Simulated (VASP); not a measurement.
Input:

```
CELL_PARAMETERS angstrom
     -2.29000     2.29000     2.29000
      2.29000    -2.29000     2.29000
      2.29000     2.29000    -2.29000
ATOMIC_POSITIONS crystal
  Eu 0.00000 0.00000 0.00000
```

All values below come from PBEsol GGA, VASP's PBE PAW potentials (set 64) (plane waves; VASP). Numerical set-up: 400 eV cut-off, 10×10×10 Γ-centred mesh, first-order Methfessel-Paxton smearing of 0.10 eV, potentials Eu_2.

The 4f electrons are frozen in the core of the lanthanide potential, so 4f levels, which can set the real gap, and their magnetism are missing. Energy and stress use the plane-wave basis of the starting cell.

Question: The ions, cell shape and volume are relaxed. What does this cell relax into?

Answer: 
```
CELL_PARAMETERS angstrom
     -2.15617     2.15617     2.15617
      2.15617    -2.15617     2.15617
      2.15617     2.15617    -2.15617
ATOMIC_POSITIONS crystal
  Eu 0.00000 0.00000 0.00000
```
Space group Im-3m (229), at a tolerance of 0.03 Å.

Question: How do energy and volume change from the first to the last step?

Answer: The energy (σ→0) changes by -53.3 meV/atom and the volume by -16.5 %, in 4 ionic steps.

The compound is Eu in the bcc structure. This run relaxes it. Symmetry was kept, so distortions that lower it aren't found.
